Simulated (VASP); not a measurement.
Computed with r2SCAN meta-GGA, VASP's PBE PAW potentials (set 64) (plane waves; VASP 6.6.1).

VASP ran on this input.

KPOINTS:
```
kpoints
0
Gamma
  10 10 10
0 0 0
```

### INCAR
```
# general
SYSTEM  = NiSi2
PREC    = Accurate
ENCUT   = 480
LREAL   = .False.
LASPH   = .True.

# electronic loop
EDIFF   = 1E-7
NELM    = 100
ALGO    = Normal
LMAXMIX = 4
LMIXTAU = .True.

# smearing
ISMEAR  = 1
SIGMA   = 0.1

# functional
METAGGA = R2SCAN

# ions
IBRION  = 2
NSW     = 40
ISIF    = 3
EDIFFG  = -0.01
PSTRESS = 10

# output
LWAVE   = .False.
LCHARG  = .False.
```

**POSCAR**
```
NiSi2
1
    0.0000000000     2.6886799294     2.6886799294
    2.6886799294    -0.0000000000     2.6886799294
    2.6886799294     2.6886799294     0.0000000000
Si Ni
2 1
Direct
  0.2500000000   0.2500000000   0.2500000000
  0.7500000000   0.7500000000   0.7500000000
  0.0000000000   0.0000000000   0.0000000000
```

POTCAR, in this order: Si Ni (PBE.64 set). Program: vasp_std.

Output

### OSZICAR
```
       N       E                     dE             d eps       ncg     rms          rms(c)
DAV:   1     0.585665407993E+02    0.58567E+02   -0.79530E+03  1222   0.138E+03
DAV:   2    -0.302488775499E+02   -0.88815E+02   -0.83640E+02  1237   0.258E+02
DAV:   3    -0.344716819586E+02   -0.42228E+01   -0.41298E+01  1587   0.639E+01
DAV:   4    -0.345484495830E+02   -0.76768E-01   -0.76572E-01  1460   0.812E+00
DAV:   5    -0.345504009385E+02   -0.19514E-02   -0.19511E-02  1600   0.140E+00    0.164E+01
DAV:   6    -0.361687803860E+02   -0.16184E+01   -0.49833E+01  1320   0.180E+02    0.236E+01
DAV:   7    -0.306119530958E+02    0.55568E+01   -0.13366E+01  1480   0.109E+02    0.472E+00
DAV:   8    -0.305717533908E+02    0.40200E-01   -0.21494E+00  1773   0.277E+01    0.359E+00
DAV:   9    -0.305145242764E+02    0.57229E-01   -0.23541E-01  1547   0.111E+01    0.549E-01
DAV:  10    -0.305334452838E+02   -0.18921E-01   -0.28601E-02  1649   0.299E+00    0.478E-01
DAV:  11    -0.305288742247E+02    0.45711E-02   -0.45629E-02  1507   0.557E+00    0.712E-01
DAV:  12    -0.305319997324E+02   -0.31255E-02   -0.24442E-02  1452   0.409E+00    0.588E-02
DAV:  13    -0.305320940692E+02   -0.94337E-04   -0.63063E-04  1442   0.483E-01    0.229E-02
DAV:  14    -0.305320838690E+02    0.10200E-04   -0.21449E-05  1805   0.577E-02    0.152E-02
DAV:  15    -0.305321004813E+02   -0.16612E-04   -0.69699E-06  1548   0.562E-02    0.180E-02
DAV:  16    -0.305320690928E+02    0.31388E-04   -0.13783E-05  1510   0.713E-02    0.345E-03
DAV:  17    -0.305320709290E+02   -0.18362E-05   -0.34611E-07  1472   0.578E-03    0.337E-03
DAV:  18    -0.305320713916E+02   -0.46262E-06   -0.42247E-09   776   0.767E-04    0.366E-03
DAV:  19    -0.305320729633E+02   -0.15717E-05   -0.12523E-07   916   0.466E-03    0.132E-03
DAV:  20    -0.305320722116E+02    0.75173E-06   -0.18854E-08   726   0.151E-03    0.951E-04
DAV:  21    -0.305320729370E+02   -0.72542E-06   -0.30030E-09   696   0.719E-04    0.869E-04
DAV:  22    -0.305320728050E+02    0.13206E-06   -0.13692E-09   701   0.522E-04    0.719E-04
DAV:  23    -0.305320731110E+02   -0.30603E-06   -0.11020E-08   676   0.274E-03    0.232E-04
DAV:  24    -0.305320728449E+02    0.26610E-06   -0.31590E-09   681   0.877E-04    0.856E-05
DAV:  25    -0.305320729492E+02   -0.10427E-06   -0.11365E-09   656   0.581E-04    0.476E-05
DAV:  26    -0.305320728606E+02    0.88516E-07   -0.36319E-10   656   0.337E-04
   1 F= -.30289447E+02 E0= -.30288875E+02  d E =-.302894E+02
```

File OUTCAR:
```
------------------------ aborting loop because EDIFF is reached ----------------------------------------
  FORCE on cell =-STRESS in cart. coord.  units (eV):
  Direction    XX          YY          ZZ          XY          YZ          ZX
  --------------------------------------------------------------------------------------
  Total        0.2444090      0.2444090      0.2444090     -0.0000000      0.0000000     -0.0000000
  in kB       10.0735029     10.0735029     10.0735029     -0.0000000      0.0000000     -0.0000000
  external PRESSURE =       0.0735029 kB  Pullay stress =      10.0000000 kB
  volume of cell :       38.87
      direct lattice vectors                 reciprocal lattice vectors
     0.000000000  2.688679929  2.688679929    -0.185964865  0.185964865  0.185964865
     2.688679929  0.000000000  2.688679929     0.185964865 -0.185964865  0.185964865
     2.688679929  2.688679929  0.000000000     0.185964865  0.185964865 -0.185964865
 POSITION                                       TOTAL-FORCE (eV/Angst)
 -----------------------------------------------------------------------------------
      1.34434      1.34434      1.34434         0.000000      0.000000      0.000000
      4.03302      4.03302      4.03302        -0.000000     -0.000000     -0.000000
      0.00000      0.00000      0.00000        -0.000000      0.000000      0.000000
 -----------------------------------------------------------------------------------
    total drift:                               -0.000000     -0.000000      0.000000
  FREE ENERGIE OF THE ION-ELECTRON SYSTEM (eV)
  ---------------------------------------------------
  free  energy   TOTEN  =       -30.5320728606 eV

  energy  without entropy=      -30.5303567399  energy(sigma->0) =      -30.53150082
  enthalpy is  TOTEN    =       -30.2894472011 eV   P V=        0.2426256596

 reached required accuracy - stopping structural energy minimisation
```
(Selected blocks of OUTCAR.)

The compound is NiSi2 in the fluorite structure. It was relaxed first under an external pressure of 1 GPa. The run is not spin-polarised, so no magnetic state was tried.
